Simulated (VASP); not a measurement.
Data:

```
C
1.0
    1.23319     0.71198     8.28262
   -1.23319     0.71198     8.28262
    0.00000    -1.42396     8.28262
C
4
Direct
  0.91283   0.91283   0.91283
  0.08717   0.08717   0.08717
  0.24615   0.24615   0.24615
  0.75385   0.75385   0.75385
```

Computed with LDA (Ceperley-Alder, Perdew-Zunger), VASP's LDA PAW potentials (set 64) (plane waves; VASP 6.6.1). Run with 400 eV cut-off, 8×8×8 Γ-centred mesh, Fermi-Dirac smearing of 0.10 eV, potentials C.

### Question
Give the energies of bands 3 to 10 at the high-symmetry points, in eV from the valence-band maximum.

### Answer

```csv
band,Γ,T,H2,L,S0,F
3,-7.90,-7.68,-12.24,-13.10,-12.29,-13.09
4,-7.25,-7.49,-12.21,-13.07,-12.27,-13.07
5,-2.98,-2.98,-10.52,-6.35,-10.53,-6.35
6,-2.98,-2.98,-10.50,-6.34,-10.51,-6.34
7,-2.97,-2.97,-0.17,-2.46,-0.10,-2.39
8,-2.97,-2.97,0.00,-2.12,-0.03,-2.19
9,2.84,4.06,0.07,1.45,0.10,1.54
10,6.46,4.44,0.36,1.94,0.29,1.83
```

The gap is direct, 0.07 eV, from the valence maximum at H2 to the conduction minimum at H2.

The structure comes from a computed database's C entry; how it stands against other phases isn't given here. The cell was not relaxed at this level.
